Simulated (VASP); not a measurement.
An input for Quantum ESPRESSO's pw.x (written as the equivalent of a VASP run, and not itself run):

```
&CONTROL
  calculation = 'vc-relax'
  pseudo_dir = './pseudo'
  outdir = './out'
  tprnfor = .true.
  tstress = .true.
  nstep = 50
  forc_conv_thr = 0.00039
/
&SYSTEM
  ibrav = 0
  nat = 6
  ntyp = 2
  ecutwfc = 84
  occupations = 'smearing'
  smearing = 'gaussian'
  degauss = 0.00735
  input_dft = 'pbesol'
/
&ELECTRONS
  conv_thr = 7.3e-08
  electron_maxstep = 100
/
&IONS
/
&CELL
/
ATOMIC_SPECIES
  Ta 180.948 Ta.upf
  O 15.999 O.upf
CELL_PARAMETERS angstrom
     4.8359680    0.0000000    0.0000000
     0.0000000    4.8359680    0.0000000
     0.0000000    0.0000000    3.1143880
ATOMIC_POSITIONS crystal
  Ta   0.0000000  0.0000000  0.0000000
  Ta   0.5000000  0.5000000  0.5000000
  O    0.3049600  0.3049600  0.0000000
  O    0.8049600  0.1950400  0.5000000
  O    0.1950400  0.8049600  0.5000000
  O    0.6950400  0.6950400  0.0000000
K_POINTS automatic
  5 5 7 0 0 0
```

Task: Translate this input to VASP (INCAR, KPOINTS, POSCAR, choice of POTCAR).

Result: One answer among several that fit: 
**KPOINTS**
```
Automatic mesh
0
Gamma
5 5 7
0 0 0
```

**POSCAR**
```
TaO2
1.0
  4.8359680000   0.0000000000   0.0000000000
  0.0000000000   4.8359680000   0.0000000000
  0.0000000000   0.0000000000   3.1143880000
Ta O
2 4
Direct
  0.0000000000   0.0000000000   0.0000000000
  0.5000000000   0.5000000000   0.5000000000
  0.3049600000   0.3049600000   0.0000000000
  0.8049600000   0.1950400000   0.5000000000
  0.1950400000   0.8049600000   0.5000000000
  0.6950400000   0.6950400000   0.0000000000
```

### INCAR
```
SYSTEM = TaO2
PREC = Accurate; ENCUT = 400; LREAL = .False.
LASPH = .True.
EDIFF = 1E-6; NELM = 100; ALGO = Normal
LMAXMIX = 6
ISMEAR = 0; SIGMA = 0.1
GGA = PS
IBRION = 2; NSW = 50; ISIF = 3
EDIFFG = -0.01
LWAVE = .False.; LCHARG = .False.
```

POTCAR, in this order: Ta_pv O (PBE.64 set). Program: vasp_std.

The two are equivalent in intent, not identical: the potentials are each code's own (VASP's PAW set, PseudoDojo norm-conserving files in pw.x), so ENCUT and ecutwfc are chosen apart and not converted; conv_thr bounds pw.x's estimated SCF error, while EDIFF bounds the energy change between steps; forc_conv_thr acts on force components and is met together with etot_conv_thr.

The structure was generated: TaO2 was put into an ordered model structure, which need not be its known phase. This run relaxes it. Symmetry was kept, so distortions that lower it aren't found. The k-mesh is coarse (spacing up to 0.32 per Å, 2π included), so the numbers may not be converged in it. The run is one of a series of settings (EDIFFG = -0.01, IBRION = 2, ISIF = 3, NSW = 50 against the base run), some of them coarse on purpose.
